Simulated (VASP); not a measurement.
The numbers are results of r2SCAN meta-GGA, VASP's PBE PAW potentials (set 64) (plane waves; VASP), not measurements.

VASP ran on this input.

**KPOINTS**
```
Automatic mesh
0
Gamma
12 12 12
0 0 0
```

**POSCAR**
```
PdIn
1
    3.2735201987     0.0000000000     0.0000000000
    0.0000000000     3.2735201987     0.0000000000
    0.0000000000     0.0000000000     3.2735201987
In Pd
1 1
Direct
  0.5000000000   0.5000000000   0.5000000000
  0.0000000000   0.0000000000   0.0000000000
```

INCAR:
```
ALGO = Normal
EDIFF = 1E-5
EDIFFG = -0.03
ENCUT = 400
IBRION = 2
ISIF = 2
ISMEAR = 1
LASPH = .True.
LCHARG = .False.
LMAXMIX = 4
LMIXTAU = .True.
LREAL = .False.
LWAVE = .False.
METAGGA = R2SCAN
NELM = 100
NELMIN = 4
NSW = 20
PREC = Normal
SIGMA = 0.1
SYSTEM = PdIn
```

POTCAR, in this order: In_d Pd (PBE.64 set). Program: vasp_std.

The run wrote:

**OSZICAR**
```
       N       E                     dE             d eps       ncg     rms          rms(c)
DAV:   1     0.107480615689E+03    0.10748E+03   -0.10148E+04  2573   0.171E+03
DAV:   2    -0.451344466888E+02   -0.15262E+03   -0.14845E+03  2695   0.378E+02
DAV:   3    -0.519684774386E+02   -0.68340E+01   -0.67948E+01  3171   0.893E+01
DAV:   4    -0.520969701997E+02   -0.12849E+00   -0.12848E+00  3199   0.114E+01
DAV:   5    -0.521034313722E+02   -0.64612E-02   -0.64611E-02  3710   0.222E+00    0.873E+00
DAV:   6    -0.467235377657E+02    0.53799E+01   -0.48897E+00  2688   0.361E+01    0.393E+00
DAV:   7    -0.466038015509E+02    0.11974E+00   -0.52773E-01  2723   0.937E+00    0.249E+00
DAV:   8    -0.466285296966E+02   -0.24728E-01   -0.15590E-01  2807   0.345E+00    0.138E+00
DAV:   9    -0.466321341708E+02   -0.36045E-02   -0.62144E-02  2646   0.292E+00    0.461E-01
DAV:  10    -0.466399055308E+02   -0.77714E-02   -0.22779E-02  2751   0.184E+00    0.237E-01
DAV:  11    -0.466397150534E+02    0.19048E-03   -0.83512E-03  2618   0.997E-01    0.191E-01
DAV:  12    -0.466415017596E+02   -0.17867E-02   -0.10707E-03  2828   0.316E-01    0.952E-02
DAV:  13    -0.466416369069E+02   -0.13515E-03   -0.89260E-05  3269   0.924E-02    0.884E-02
DAV:  14    -0.466408059361E+02    0.83097E-03   -0.28307E-04  2674   0.188E-01    0.187E-01
DAV:  15    -0.466419881183E+02   -0.11822E-02   -0.14040E-03  2618   0.432E-01    0.274E-02
DAV:  16    -0.466419868656E+02    0.12527E-05   -0.25505E-05  2627   0.445E-02
   1 F= -.46641987E+02 E0= -.46642075E+02  d E =-.466420E+02
```

### OUTCAR
```
------------------------ aborting loop because EDIFF is reached ----------------------------------------
  FORCE on cell =-STRESS in cart. coord.  units (eV):
  Direction    XX          YY          ZZ          XY          YZ          ZX
  --------------------------------------------------------------------------------------
  Total       -0.0656767     -0.0656767     -0.0656767     -0.0000000     -0.0000000      0.0000000
  in kB       -2.9996948     -2.9996948     -2.9996948     -0.0000000     -0.0000000      0.0000000
  external PRESSURE =      -2.9996948 kB  Pullay stress =       0.0000000 kB
  volume of cell :       35.08
      direct lattice vectors                 reciprocal lattice vectors
     3.273520199  0.000000000  0.000000000     0.305481543  0.000000000  0.000000000
     0.000000000  3.273520199  0.000000000     0.000000000  0.305481543  0.000000000
     0.000000000  0.000000000  3.273520199     0.000000000  0.000000000  0.305481543
 POSITION                                       TOTAL-FORCE (eV/Angst)
 -----------------------------------------------------------------------------------
      1.63676      1.63676      1.63676         0.000000      0.000000      0.000000
      0.00000      0.00000      0.00000         0.000000      0.000000      0.000000
 -----------------------------------------------------------------------------------
    total drift:                                0.000000      0.000000      0.000000
  FREE ENERGIE OF THE ION-ELECTRON SYSTEM (eV)
  ---------------------------------------------------
  free  energy   TOTEN  =       -46.6419868656 eV

  energy  without entropy=      -46.6422504286  energy(sigma->0) =      -46.64207472

 reached required accuracy - stopping structural energy minimisation
```
(Selected blocks of OUTCAR.)

The compound is PdIn in the CsCl type structure. It was relaxed first. The electron count is odd and the run is not spin-polarised, which forces a metal.
